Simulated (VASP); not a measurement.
Given:

```yaml
crystal:
  lattice:
    - [1.57003, -2.71937, 0.00000]
    - [1.57003, 2.71937, 0.00000]
    - [0.00000, 0.00000, 12.51657]
  atoms:
    - { symbol: Mo, position: [0.33333, 0.66667, 0.25000] }
    - { symbol: Mo, position: [0.66667, 0.33333, 0.75000] }
    - { symbol: S, position: [0.33333, 0.66667, 0.87460] }
    - { symbol: S, position: [0.66667, 0.33333, 0.37460] }
    - { symbol: S, position: [0.66667, 0.33333, 0.12540] }
    - { symbol: S, position: [0.33333, 0.66667, 0.62540] }
```

All values below come from PBEsol GGA, VASP's PBE PAW potentials (set 64) (plane waves; VASP 6.6.1). Settings: 500 eV cut-off, 8×8×2 Γ-centred mesh, Gaussian smearing of 0.050 eV, potentials Mo_sv S.

Without a dispersion term in the relaxation, distances and binding between the weakly bound layers, chains or molecules are unreliable, and so is what depends on them.

Q: Predict the energy per atom (σ→0).

A: 
| Item | Result |
|---|---|
| energy per atom (σ→0) | -7.817 eV/atom |

The absolute energy has meaning only against runs of the same code, potentials and settings.

The compound is MoS2 in the 2H layered structure. It was relaxed first.
